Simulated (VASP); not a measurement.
Computed with PBE GGA, VASP's PBE PAW potentials (set 64) (plane waves; VASP 6.6.1).

VASP ran on this input.

File POSCAR:
```
TiAl
1
    2.6009570443     0.0000000000     0.0000000000
    0.0000000000     2.6009570443     0.0000000000
    0.0000000000    -0.0000000000     3.7467933290
Ti Al
1 1
Direct
  0.0000000000   0.0000000000   0.0000000000
  0.5000000000   0.5000000000   0.5000000000
```

**INCAR**
```
SYSTEM = TiAl
PREC = Accurate
ENCUT = 500
EDIFF = 1E-6
NELM = 100
ALGO = Normal
LREAL = .FALSE.
LASPH = .TRUE.
ISMEAR = 1
SIGMA = 0.1
GGA = PE
LMAXMIX = 4
LWAVE = .FALSE.
LCHARG = .FALSE.
IBRION = 2
ISIF = 3
NSW = 40
EDIFFG = -0.02
PSTRESS = 450
```

### KPOINTS
```
Regular mesh
0
G
  14 14 10
0 0 0
```

POTCAR, in this order: Ti_sv Al (PBE.64 set). Program: vasp_std.

Output

### OSZICAR
```
       N       E                     dE             d eps       ncg     rms          rms(c)
DAV:   1     0.944435303249E+02    0.94444E+02   -0.74665E+03  4752   0.142E+03
DAV:   2    -0.699135320203E+01   -0.10143E+03   -0.98191E+02  4806   0.343E+02
DAV:   3    -0.125792600786E+02   -0.55879E+01   -0.53280E+01  7076   0.797E+01
DAV:   4    -0.128016944607E+02   -0.22243E+00   -0.21755E+00  5897   0.133E+01
DAV:   5    -0.128100155496E+02   -0.83211E-02   -0.83130E-02  6706   0.235E+00    0.129E+01
DAV:   6    -0.116362065562E+02    0.11738E+01   -0.85997E+00  5639   0.361E+01    0.410E+00
DAV:   7    -0.115651948175E+02    0.71012E-01   -0.57541E-01  5319   0.908E+00    0.295E+00
DAV:   8    -0.115690979196E+02   -0.39031E-02   -0.11648E-01  5277   0.388E+00    0.479E-01
DAV:   9    -0.115699524404E+02   -0.85452E-03   -0.18736E-02  6454   0.176E+00    0.278E-01
DAV:  10    -0.115704243063E+02   -0.47187E-03   -0.12506E-03  5618   0.426E-01    0.673E-02
DAV:  11    -0.115703870207E+02    0.37286E-04   -0.26195E-04  5525   0.210E-01    0.489E-02
DAV:  12    -0.115703887069E+02   -0.16862E-05   -0.33953E-05  5253   0.702E-02    0.945E-03
DAV:  13    -0.115703883684E+02    0.33856E-06   -0.66481E-07  3127   0.101E-02
   1 F= -.44512402E+01 E0= -.44512997E+01  d E =-.445124E+01
```

### OUTCAR
```
------------------------ aborting loop because EDIFF is reached ----------------------------------------
  FORCE on cell =-STRESS in cart. coord.  units (eV):
  Direction    XX          YY          ZZ          XY          YZ          ZX
  --------------------------------------------------------------------------------------
  Total        7.0952202      7.0952202      7.0901620      0.0000000      0.0000000      0.0000000
  in kB      448.4875233    448.4875233    448.1677895      0.0000000      0.0000000      0.0000000
  external PRESSURE =      -1.6190547 kB  Pullay stress =     450.0000000 kB
  volume of cell :       25.35
      direct lattice vectors                 reciprocal lattice vectors
     2.600957044  0.000000000  0.000000000     0.384473862  0.000000000  0.000000000
     0.000000000  2.600957044  0.000000000     0.000000000  0.384473862  0.000000000
     0.000000000  0.000000000  3.746793329     0.000000000  0.000000000  0.266894892
 POSITION                                       TOTAL-FORCE (eV/Angst)
 -----------------------------------------------------------------------------------
      0.00000      0.00000      0.00000         0.000000      0.000000      0.000000
      1.30048      1.30048      1.87340         0.000000      0.000000      0.000000
 -----------------------------------------------------------------------------------
    total drift:                               -0.000000      0.000000     -0.000000
  FREE ENERGIE OF THE ION-ELECTRON SYSTEM (eV)
  ---------------------------------------------------
  free  energy   TOTEN  =       -11.5703883684 eV

  energy  without entropy=      -11.5705667850  energy(sigma->0) =      -11.57044784
  enthalpy is  TOTEN    =        -4.4512402441 eV   P V=        7.1191481242

 reached required accuracy - stopping structural energy minimisation
```
(Selected blocks of OUTCAR.)

OUTCAR:
```
 val. band max:       11.1298529945   @ k =   0.2857   0.2857   0.3000

 cond. band min:      11.1325049009   @ k =   0.3571   0.3571   0.0000


 Fermi energy:        11.1303472434

 k-point     1 :       0.0000    0.0000    0.0000
  band No.  band energies     occupation
      1     -44.9702      2.00000
      2     -21.4117      2.00000
      3     -20.6931      2.00000
      4     -20.6931      2.00000
      5       0.9536      2.00000
      6       8.7117      2.00000
      7       9.8754      2.00000
      8      11.2323     -0.05407
      9      13.9745      0.00000
     10      13.9745      0.00000
     11      15.5577      0.00000

 k-point     2 :       0.0714    0.0000    0.0000
  band No.  band energies     occupation
      1     -44.9628      2.00000
      2     -21.4049      2.00000
      3     -20.7460      2.00000
      4     -20.6886      2.00000
      5       1.0753      2.00000
      6       8.8171      2.00000
      7       9.9403      2.00000
      8      11.0560      1.94833
      9      13.9995      0.00000
     10      14.1452      0.00000
     11      15.4129      0.00000

 k-point     3 :       0.1429    0.0000    0.0000
  band No.  band energies     occupation
      1     -44.9423      2.00000
      2     -21.3861      2.00000
      3     -20.8927      2.00000
      4     -20.6758      2.00000
      5       1.4347      2.00000
      6       9.1018      2.00000
      7      10.0975      2.00000
      8      10.6306      2.00000
      9      14.0703      0.00000
     10      14.5712      0.00000
     11      15.0372      0.00000

 k-point     4 :       0.2143    0.0000    0.0000
  band No.  band energies     occupation
      1     -44.9126      2.00000
      2     -21.3587      2.00000
      3     -21.1007      2.00000
      4     -20.6572      2.00000
      5       2.0175      2.00000
      6       9.4816      2.00000
      7      10.1182      2.00000
      8      10.1894      2.00000
      9      14.1749      0.00000
...
```

The compound is TiAl in the L1_0 structure. It was relaxed first under an external pressure of 45 GPa. The electron count is odd and the run is not spin-polarised, which forces a metal.
